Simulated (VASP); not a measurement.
Given:

```
CELL_PARAMETERS angstrom
      0.00000     3.24270     3.24270
      3.24270     0.00000     3.24270
      3.24270     3.24270     0.00000
ATOMIC_POSITIONS crystal
  Ga 0.25000 0.25000 0.25000
  Ga 0.75000 0.75000 0.75000
  Ga 0.50000 0.50000 0.50000
  Au 0.00000 0.00000 0.00000
```

Level of theory: LDA (Ceperley-Alder, Perdew-Zunger), VASP's LDA PAW potentials (set 64) (plane waves; VASP). Settings: 400 eV cut-off, 7×7×7 Γ-centred mesh, first-order Methfessel-Paxton smearing of 0.10 eV, potentials Ga_d Au.

Unless said otherwise, spin-orbit coupling is left out, though it shifts the bands of the heavy elements here.

Problem. Estimate the energy per atom (σ→0), band gap (on the k-mesh) with the smallest direct gap where there is one.

Solution. 
The band gap (on the k-mesh) is none (metal, semimetal or under 0.01 eV) and the energy per atom (σ→0) is -3.791 eV/atom.

Only differences to runs with the same potentials and settings are physical.

The structure comes from a computed database's Ga3Au entry (Fm-3m); how it stands against other phases isn't given here. It was relaxed first, which changed the volume by -8 %. The start is the result of an earlier pass.
